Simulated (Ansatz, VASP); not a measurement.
# Cross-check of Ta2O5 between VASP and Ansatz

Aim: how closely do two programs agree when they are given the same cell, functional and k mesh? The cell is taken from a series of runs on this material, whose earlier steps may have relaxed, scaled, displaced or heated it; both programs get it as it stands.

Program: Ansatz 0.2.0. Level of theory: plane waves, with VASP 6.6.1 beside it; single point at LDA and single point at LDA, spin-orbit coupling. Results are calculated unless marked as measured.

**1. The starting structure**

Symmetry: Pmmn, No. 59, orthorhombic system. The conventional cell has a = 3.841 Å, b = 13.037 Å, c = 3.874 Å, α = 90.00°, β = 90.00°, γ = 90.00°. Nearest to Ta lie 6 O at 1.88 to 2.21 Å. Nearest to O lie 3 Ta at 1.99 to 2.21 Å. O has 2 Ta at 1.88 to 2.00 Å nearest. O has 2 Ta at 1.90 Å nearest. Farther neighbours and most contacts between anions are not listed.

As a file:

```xyz
14
Lattice="3.8409 0.0000 0.0000 0.0000 13.0373 0.0000 0.0000 0.0000 3.8742" Properties=species:S:1:pos:R:3 pbc="T T T"
Ta    0.0000    1.9008    0.0880
Ta    1.9204    4.6179    3.7862
Ta    1.9204    8.4195    3.7862
Ta    0.0000   11.1365    0.0880
O     1.9204    2.4148    0.0080
O     0.0000    4.1038    3.8662
O     0.0000    8.9335    3.8662
O     1.9204   10.6225    0.0080
O     0.0000   11.0957    1.9667
O     1.9204    8.4603    1.9075
O     1.9204    4.5770    1.9075
O     1.9204    6.5187    3.8548
O     0.0000    0.0000    0.0194
O     0.0000    1.9416    1.9667
```

**2. VASP: single point, LDA**

A single point gives forces, pressure and levels at one fixed geometry, so differences don't come from the geometry; what else differs is listed under the comparison.

Lines of VASP's logs that name or quote its potential files are left out, and so is its time.

File INCAR:

```
SYSTEM = Ta2O5
PREC = Accurate
ENCUT = 520
EDIFF = 1E-06
NELM = 120
ISMEAR = -1
SIGMA = 0.02
LREAL = .FALSE.
ALGO = Normal
GGA = PW92
NBANDS = 66
LASPH = .TRUE.
LORBIT = 11
LWAVE = .FALSE.
LCHARG = .FALSE.
ISIF = 2
GGA_COMPAT = .FALSE.
EFERMI = MIDGAP
KPAR = 4
```

File POSCAR:

```
Ta2O5
1.0
    3.8408541300      0.0000000000      0.0000000000
    0.0000000000     13.0373230544      0.0000000000
    0.0000000000      0.0000000000      3.8741645114
Ta O
4 10
Direct
    0.0000000000      0.1457969300      0.0227119700
    0.5000000000      0.3542030700      0.9772880300
    0.5000000000      0.6457969300      0.9772880300
    0.0000000000      0.8542030700      0.0227119700
    0.5000000000      0.1852255400      0.0020583700
    0.0000000000      0.3147744600      0.9979416300
    0.0000000000      0.6852255400      0.9979416300
    0.5000000000      0.8147744600      0.0020583700
    0.0000000000      0.8510707400      0.5076474100
    0.5000000000      0.6489292600      0.4923525900
    0.5000000000      0.3510707400      0.4923525900
    0.5000000000      0.5000000000      0.9950012200
    0.0000000000      0.0000000000      0.0049987800
    0.0000000000      0.1489292600      0.5076474100
```

File KPOINTS:

```
Automatic mesh
0
Gamma
6 2 6
0 0 0
```

The projector-augmented-wave data sets are Ta_pv and O (LDA family, release 64).

Run with:

```console
mpirun -np 4 vasp_std
```

Numbers of over 12 decimals in the logs are rounded to 6 here.

What it wrote:

```text
[banner, memory and clock lines left out]
running    4 mpi-ranks, on    1 nodes
 distrk:  each k-point on    1 cores,    4 groups
 distr:  one band on    1 cores,    1 groups

 POSCAR found type information on POSCAR TaO
 POSCAR found :  2 types and      14 ions
|                                                                             |
|               ----> ADVICE to this user running VASP <----                  |
|                                                                             |
|     You enforced a specific xc type in the INCAR file but a different       |
|     [... a line on the potential file left out ...]
|     I HOPE YOU KNOW WHAT YOU ARE DOING!                                     |
|                                                                             |

 LDA part: xc-table for (Slater(with rela. corr.)+PW92), standard interpolation
 POSCAR, INCAR and KPOINTS ok, starting setup
 FFT: planning ... GRIDC
 FFT: planning ... GRID_SOFT
 FFT: planning ... GRID
 WAVECAR not read
 entering main loop
       N       E                     dE             d eps       ncg     rms          rms(c)
DAV:   1     0.947658902443E+03    0.94766E+03   -0.57915E+04  4224   0.156E+03
DAV:   2    -0.102531367875E+03   -0.10502E+04   -0.10213E+04  5146   0.438E+02
DAV:   3    -0.176294781108E+03   -0.73763E+02   -0.73278E+02  4830   0.119E+02
DAV:   4    -0.177616134274E+03   -0.13214E+01   -0.13175E+01  5272   0.170E+01
DAV:   5    -0.177638763914E+03   -0.22630E-01   -0.22608E-01  5022   0.213E+00    0.699E+01
DAV:   6    -0.149776545216E+03    0.27862E+02   -0.14162E+02  4910   0.531E+01    0.267E+01
DAV:   7    -0.148797678030E+03    0.97887E+00   -0.98063E+00  4786   0.136E+01    0.159E+01
DAV:   8    -0.148448156335E+03    0.34952E+00   -0.10595E+00  5288   0.588E+00    0.199E+00
DAV:   9    -0.148430296999E+03    0.17859E-01   -0.81461E-02  5178   0.158E+00    0.542E-01
DAV:  10    -0.148428397790E+03    0.18992E-02   -0.92829E-03  5022   0.460E-01    0.250E-01
DAV:  11    -0.148428569247E+03   -0.17146E-03   -0.13790E-03  5162   0.174E-01    0.486E-02
DAV:  12    -0.148428596193E+03   -0.26945E-04   -0.19520E-04  5276   0.738E-02    0.197E-02
DAV:  13    -0.148428598774E+03   -0.25813E-05   -0.26315E-05  5384   0.326E-02    0.127E-02
DAV:  14    -0.148428603561E+03   -0.47871E-05   -0.70621E-06  4330   0.114E-02    0.425E-03
DAV:  15    -0.148428603862E+03   -0.30157E-06   -0.61868E-07  2598   0.442E-03
   1 F= -.14842860E+03 E0= -.14842860E+03  d E =0.000000E+00
```

Parts of OUTCAR (step 2):

```text
ion  position               nearest neighbor table
   1  0.000  0.146  0.023-  14 1.88  13 1.90   5 1.99   5 1.99  14 2.00   6 2.21   2 3.33   2 3.33

  LATTYP: Found a simple orthorhombic cell.
 ALAT       =     3.8408541300
 B/A-ratio  =     1.0086726494
 C/A-ratio  =     3.3943812009

 Subroutine GETGRP returns: Found  8 space group operations
 (whereof  4 operations were pure point group operations)

The static configuration has the point symmetry C_2v.
 The point group associated with its full space group is D_2h.

 Found     32 irreducible k-points:

   k-points           NKPTS =     32   k-points in BZ     NKDIM =     32   number of bands    NBANDS=     66

   dimension x,y,z NGX =    30 NGY =   98 NGZ =   30
   dimension x,y,z NGXF=    60 NGYF=  196 NGZF=   60

   ENCUT  =  520.0 eV  38.22 Ry    6.18 a.u.   7.14 24.24  7.20*2*pi/ulx,y,z

   NELECT =     104.0000    total number of electrons

 k-points in reciprocal lattice and weights: Automatic mesh
   0.00000000  0.00000000  0.00000000       0.014
   0.16666667  0.00000000  0.00000000       0.028
   0.33333333  0.00000000  0.00000000       0.028
   0.50000000  0.00000000  0.00000000       0.014
   0.00000000  0.50000000  0.00000000       0.014
   0.16666667  0.50000000  0.00000000       0.028
   0.33333333  0.50000000  0.00000000       0.028
   0.50000000  0.50000000  0.00000000       0.014
   0.00000000  0.00000000  0.16666667       0.028
[...]
0.33333333  0.50000000  0.50000000       0.028
   0.50000000  0.50000000  0.50000000       0.014

 average (electrostatic) potential at core
       1 -42.3114       2 -42.3114       3 -42.3114       4 -42.3114       5 -74.6252
       6 -74.6252       7 -74.6252       8 -74.6252       9 -73.7260      10 -73.7260
      11 -73.7260      12 -74.6205      13 -74.6205      14 -73.7260

 E-fermi :   1.8089

 k-point     1 :       0.0000    0.0000    0.0000
  band No.  band energies     occupation
    ...
     48      -0.1441      2.00000
     49      -0.1192      2.00000
     50      -0.0322      2.00000
     51       0.0378      2.00000
     52       0.1181      2.00000
     53       2.8927      0.00000
     54       2.9209      0.00000
     55       3.3170      0.00000
     56       3.3485      0.00000
     57       3.4496      0.00000
    ...

 k-point     2 :       0.1667    0.0000    0.0000
  band No.  band energies     occupation
    ...
     48      -0.1805      2.00000
     49      -0.0997      2.00000
     50      -0.0835      2.00000
     51      -0.0359      2.00000
     52      -0.0236      2.00000
     53       3.0148      0.00000
     54       3.4980      0.00000
     55       3.5908      0.00000
     56       3.5955      0.00000
     57       3.6480      0.00000
    ...

 k-point     3 :       0.3333    0.0000    0.0000
  band No.  band energies     occupation
    ...
     48      -0.2611      2.00000
     49      -0.2593      2.00000
     50      -0.1919      2.00000
     51      -0.1110      2.00000
     52       0.0003      2.00000
     53       3.0395      0.00000
     54       3.3751      0.00000
     55       3.6780      0.00000
     56       3.8959      0.00000
     57       4.1546      0.00000
    ...

  Total       -5.8343142     -5.8936827     -5.1228422      0.0000000      0.0000000      0.0000000
  in kB      -48.1843603    -48.6746722    -42.3084644      0.0000000      0.0000000      0.0000000
  external PRESSURE =     -46.3891656 kB  Pullay stress =       0.0000000 kB

  energy-cutoff  :      520.00
  volume of cell :      194.00
      direct lattice vectors                 reciprocal lattice vectors
     3.840854130  0.000000000  0.000000000     0.260358755  0.000000000  0.000000000
     0.000000000 13.037323054  0.000000000     0.000000000  0.076702863  0.000000000
     0.000000000  0.000000000  3.874164511     0.000000000  0.000000000  0.258120169

 POSITION                                       TOTAL-FORCE (eV/Angst)
 -----------------------------------------------------------------------------------
      0.00000      1.90080      0.08799        -0.000000      0.152326     -0.056633
      1.92043      4.61786      3.78617         0.000000     -0.152326      0.056633
      1.92043      8.41946      3.78617        -0.000000      0.152326      0.056633
      0.00000     11.13652      0.08799        -0.000000     -0.152326     -0.056633
      1.92043      2.41485      0.00797         0.000000      0.076525      0.009718
      0.00000      4.10382      3.86619        -0.000000     -0.076525     -0.009718
      0.00000      8.93351      3.86619         0.000000      0.076525     -0.009718
      1.92043     10.62248      0.00797        -0.000000     -0.076525      0.009718
      0.00000     11.09568      1.96671        -0.000000     -0.023120      0.031330
      1.92043      8.46030      1.90745        -0.000000      0.023120     -0.031330
      1.92043      4.57702      1.90745         0.000000     -0.023120     -0.031330
      1.92043      6.51866      3.85480        -0.000000      0.000000     -0.010517
      0.00000      0.00000      0.01937        -0.000000      0.000000      0.010517
      0.00000      1.94164      1.96671        -0.000000      0.023120      0.031330
 -----------------------------------------------------------------------------------
    total drift:                                0.000000      0.000000      0.000000

  FREE ENERGIE OF THE ION-ELECTRON SYSTEM (eV)
  ---------------------------------------------------
  free  energy   TOTEN  =      -148.4286038625 eV

  energy  without entropy=     -148.4286038625  energy(sigma->0) =     -148.42860386

 total charge
# of ion       s       p       d       tot
------------------------------------------
    1        0.354   6.355   2.141   8.850
    2        0.354   6.355   2.141   8.850
    3        0.354   6.355   2.141   8.850
    4        0.354   6.355   2.141   8.850
    5        1.550   3.533   0.000   5.083
    6        1.550   3.533   0.000   5.083
    7        1.550   3.533   0.000   5.083
    8        1.550   3.533   0.000   5.083
    9        1.562   3.497   0.000   5.059
   10        1.562   3.497   0.000   5.059
   11        1.562   3.497   0.000   5.059
   12        1.560   3.515   0.000   5.075
   13        1.560   3.515   0.000   5.075
   14        1.562   3.497   0.000   5.059
--------------------------------------------------
tot         16.985  60.570   8.563  86.119

[... 3 further parts left out ...]
```

The run ends at a pressure of -4.64 GPa, with forces up to 0.16 eV/Å.

**3. Ansatz: single point, LDA**

Ansatz runs on its default PAW (the set named soft_2) files.

The same cell, functional (in two slightly different forms), mesh and smearing now go to Ansatz, which takes its cutoff from its data sets.

File input.yaml:

```yaml
crystal:
  lattice:
    - [3.84085413, 0.0, 0.0]
    - [0.0, 13.0373230544, 0.0]
    - [0.0, 0.0, 3.8741645114]
  atoms:
    - { symbol: Ta, position: [0.0, 0.14579693, 0.02271197] }
    - { symbol: Ta, position: [0.5, 0.35420307, 0.97728803] }
    - { symbol: Ta, position: [0.5, 0.64579693, 0.97728803] }
    - { symbol: Ta, position: [0.0, 0.85420307, 0.02271197] }
    - { symbol: O, position: [0.5, 0.18522554, 0.00205837] }
    - { symbol: O, position: [0.0, 0.31477446, 0.99794163] }
    - { symbol: O, position: [0.0, 0.68522554, 0.99794163] }
    - { symbol: O, position: [0.5, 0.81477446, 0.00205837] }
    - { symbol: O, position: [0.0, 0.85107074, 0.50764741] }
    - { symbol: O, position: [0.5, 0.64892926, 0.49235259] }
    - { symbol: O, position: [0.5, 0.35107074, 0.49235259] }
    - { symbol: O, position: [0.5, 0.5, 0.99500122] }
    - { symbol: O, position: [0.0, 0.0, 0.00499878] }
    - { symbol: O, position: [0.0, 0.14892926, 0.50764741] }
kpoints:
  mp_grid: { grid: [6, 2, 6] }
  band_path:
    path:
      - [[0.0, 0.0, 0.0], [0.5, 0.0, 0.0], [0.5, 0.5, 0.0], [0.0, 0.5, 0.0], [0.0, 0.0, 0.0], [0.0, 0.0, 0.5], [0.5, 0.0, 0.5], [0.5, 0.5, 0.5], [0.0, 0.5, 0.5], [0.0, 0.0, 0.5]]
      - [[0.5, 0.0, 0.0], [0.5, 0.0, 0.5]]
      - [[0.0, 0.5, 0.0], [0.0, 0.5, 0.5]]
      - [[0.5, 0.5, 0.0], [0.5, 0.5, 0.5]]
    npoints: 10
hamiltonian:
  xc: lda
scf:
  occupations: { method: fermi_dirac, width: 0.02 }
  n_extra_bands: 8
output:
  eigenvalues: true
  write_density: true
  write_potential: true
  elf: true
  volumetric_format: npy
```

Run with:

```console
ansatz run input.yaml --threads 4 --pin off --max-ram 138240MiB --backend cuda --events-out ev --progress --plain --runs-dir out --devices 1 --max-vram 26GiB
```

What it wrote:

```text
scf.n_extra_bands = 8 over 56 filled bands (N_el = 112.0): the run solves 64 bands
GPUs: using 1 of 1 available (devices: 1).
Engine: ansatz 0.2.0, x86_64-unknown-linux-gnu
Pseudopotentials: kind: paw
Pseudopotential: Ta, paw, valence charge 13, recommended cutoff 420 eV (normal), Ta.paw.azcp
Pseudopotential: O, paw, valence charge 6, recommended cutoff 420 eV (normal), O.paw.azcp
Functional definition: SPW92
  exchange = slater_x
  correlation = pw_c
device memory: the entry about to start is reckoned to put 4.1 GiB on a device that reports 54.4 GiB free (of which the cap on the GPU budget leaves the run 26.0 GiB)
GPU FFT provider: cuFFT
GPU libraries: cuBLAS 13.8.2, cuFFT 12.4.0, cuSOLVER 12.3.4
Crystal: 14 atoms, lattice volume = 193.997 Å³
Basis set: ecut = 420 eV, 3823 PW (Γ)
Bands: 64, of which v1, the nominal top of the filled ones, is band 56 counted from 1 (55 counted from 0)
Symmetry: 8 space group operations
Space group: Pmmn (ITA 59), of the structure as read, at distance tolerance 5.8e-5 Å
k-points: 32 of 72
Non-local potential: Ta, projectors of the file, l = 0: 3, l = 1: 2, l = 2: 2, l = 3: 1
Non-local potential: O, projectors of the file, l = 0: 2, l = 1: 2, l = 2: 1
PAW form: soft (Blöchl's): semilocal exchange-correlation on the pseudo side does not see the compensation charge
PAW frozen core: Ta, regenerated for the run's functional, and the local potential with it (the file was generated under x = pbe(κ = 0.804, μ = 0.219515), c = pbe(β = 0.066725))
PAW frozen core: O, regenerated for the run's functional, and the local potential with it (the file was generated under x = pbe(κ = 0.804, μ = 0.219515), c = pbe(β = 0.066725))
PAW one-centre angular grid: Ta, 590 points (default); XC on 64 Gauss nodes
PAW one-centre angular grid: O, 110 points (default); XC on 64 Gauss nodes
Initial density: superposition of atomic densities (neutral atoms: chi_scale 0, normalization atom), corrected by the library's trained network
Initial wavefunctions: pseudopotential atomic-orbital guess
GPU buffer pool allocated for 65610 grid points (all kernels)
GPU transforms: local potential and band sums: pruned to the plane-wave sphere, on 25×90×25
Functional: x = slater, c = lda
SCF iter   1: F=—  HF=-44298.001565 eV  |F-HF|=—  |Δ(HF+E_count)|=         —  Δρ=2.05e-2  dr2=7.80e-1  ethr=1.77e-3  ⟨swp⟩=5.9  Hψ=8201  notcnv=0
preconditioner: auto → Resta (q_TF=auto, 2.490 Å⁻¹)  ε∞=6.3  [insulator: Δε(μ)=1.891 eV  Ē_g=10.374 eV  σ=0.020 eV  W_gap=1.00  n_scr=50 (ndim 8)  ℏωp=23.8 eV  f_vac=0.158  D(μ)=0.00/eV (n_scr^D=0)  ε∞_Penn≈6.3]
SCF iter   2: F=—  HF=-44297.836381 eV  |F-HF|=—  |Δ(HF+E_count)|=   1.65e-1  Δρ=6.80e-3  dr2=4.75e-2  ethr=6.97e-4  ⟨swp⟩=2.1  Hψ=3700  notcnv=0  defer=64
SCF iter   3: F=—  HF=-44297.825737 eV  |F-HF|=—  |Δ(HF+E_count)|=   1.06e-2  Δρ=2.39e-3  dr2=6.44e-3  ethr=4.24e-5  ⟨swp⟩=2.1  Hψ=3289  notcnv=0  defer=64
SCF iter   4: F=—  HF=-44297.824671 eV  |F-HF|=—  |Δ(HF+E_count)|=   1.07e-3  Δρ=1.15e-3  dr2=2.32e-3  ethr=5.75e-6  ⟨swp⟩=2.0  Hψ=3044  notcnv=0  defer=64
SCF iter   5: F=—  HF=-44297.823651 eV  |F-HF|=—  |Δ(HF+E_count)|=   1.02e-3  Δρ=2.12e-4  dr2=1.52e-4  ethr=2.07e-6  ⟨swp⟩=2.0  Hψ=3142  notcnv=0  defer=64
SCF iter   6: F=—  HF=-44297.823687 eV  |F-HF|=—  |Δ(HF+E_count)|=   3.56e-5  Δρ=1.15e-4  dr2=3.51e-5  ethr=1.35e-7  ⟨swp⟩=2.0  Hψ=2953  notcnv=0  defer=64
SCF iter   7: F=—  HF=-44297.823980 eV  |F-HF|=—  |Δ(HF+E_count)|=   2.93e-4  Δρ=6.79e-5  dr2=1.03e-5  ethr=3.13e-8  ⟨swp⟩=2.0  Hψ=3215  notcnv=0  defer=64
SCF iter   8: F=—  HF=-44297.823981 eV  |F-HF|=—  |Δ(HF+E_count)|=   9.83e-7  Δρ=2.52e-5  dr2=1.24e-6  ethr=9.20e-9  ⟨swp⟩=2.0  Hψ=3147  notcnv=0  defer=64
SCF iter   9: F=—  HF=-44297.823982 eV  |F-HF|=—  |Δ(HF+E_count)|=   8.10e-7  Δρ=7.33e-6  dr2=1.45e-7  ethr=1.10e-9  ⟨swp⟩=2.0  Hψ=3059  notcnv=0  defer=64
SCF iter  10: F=-44297.823982 eV  HF=-44297.823982 eV  |F-HF|=1.41e-9  |Δ(HF+E_count)|=   8.67e-8  Δρ=1.24e-6  dr2=5.43e-9  ethr=8.93e-11  ⟨swp⟩=8.3  Hψ=4486  notcnv=0
SCF 1 converged in 10 iterations: F = -44297.823982 eV  dr2 = 5.43e-9
  greatest PAW one-centre occupation: 1.000 electrons in one spin orbital (limit 2), on the Ta atom at site 2 (counted from 0), in its partial waves of l = 0
device memory: the entry about to start is reckoned to put 14.9 GiB on a device that reports 54.2 GiB free (of which the cap on the GPU budget leaves the run 26.0 GiB)
NSCF: frozen V_eff on 124 k-points, pencils in batches of 32, up to order 284
SCF converged after 10 iterations
Free energy (F): -44297.823982 eV
Harris-Foulkes:  -44297.823982 eV  (|F-HF|=1.41e-9)
Internal energy: -44297.823982 eV  (E = F + TS)
E sigma→0 (E₀):  -44297.823982 eV
Fermi energy:    7.772430 eV
--- Per-component energies (eV) ---
  E_band       = -1132.614076
  E_kinetic    = 3187.276032
  E_local      = -8866.265549  (includes V_loc(G=0)·N_el)
  E_nonlocal   = 579.806709
  E_hartree    = 3272.020079
  E_xc         = -1581.997479
  E_vxc        = -1735.058229  (∫ρ·V_xc dr)
  E_paw        = -34068.881843  (= ΣΔE_a)
  E_vpaw       = -842.439124  (= ΣTr[D̂ρ^β])
  E_aug_tail   = 0.025437  (compensation charges beyond the density's cutoff)
  E_ewald      = -6821.812195
  E_core_change = 2.004826  (= ΣΔE_core)
  E_smearing   = -0.000000  (= −TS)
  E_closure    = -0.000000  (closes the sum)
  Σ components = -44297.823982   (vs F -44297.823982, Δ=0.00e0)
--- Band table (eV; the first three rows and the last of 32) ---
  k-point 0: bands = [... 52 lower, 5.8289, 5.9082, 5.9847, 6.0575, 8.8778, 8.9047, 9.3025, 9.3332, ... 4 higher]
  k-point 1: bands = [... 52 lower, 5.5065, 5.5911, 5.6985, 6.0023, 9.7239, 9.8113, 10.0471, 10.0555, ... 4 higher]
  k-point 2: bands = [... 52 lower, 5.1371, 5.4322, 6.2244, 6.2981, 10.6414, 10.7880, 11.3242, 11.3795, ... 4 higher]
  k-point 31: bands = [... 52 lower, 6.5488, 6.5488, 6.6589, 6.6589, 9.8280, 9.8280, 11.6079, 11.6079, ... 4 higher]
```

Reading the cycles: dr2 is the Hartree energy of the density residual (eV), the measure of convergence; HF is the Harris–Foulkes estimate of the energy, which meets the free energy F at convergence.

**4. Differences**

Known differences besides the potentials themselves: the data sets hold 112 valence electrons in Ansatz (on its default PAW (the set named soft_2) files) and 104 in VASP; the cutoff is 420 eV in Ansatz and 520 eV in VASP; VASP's log shows a relativistic correction to its local exchange, Ansatz's none. Total energies have different zeros and are not compared.

Compared:

```csv
quantity,Ansatz,VASP,difference
gap on the k mesh (eV),2.219,2.168,+0.051
```

A gap on the mesh is an upper bound, since the band edges may lie between its points; neither run holds spin-orbit coupling, which can move the band edges of a compound of Ta.

(Part 1 of 2 ends here.)

[Lines on the potential files, build, host, timing and source positions are cut from VASP's logs without a mark.]

[Logs are printed without paths, hosts, clocks, repeated set-up lines and the standing remarks that a program may print on its own settings, such as how far it seeks lower states.]

[Hosts, paths, dates, database ids (printed as entryN), source tags and the programs' standing remarks are cut or masked in the printed files.]
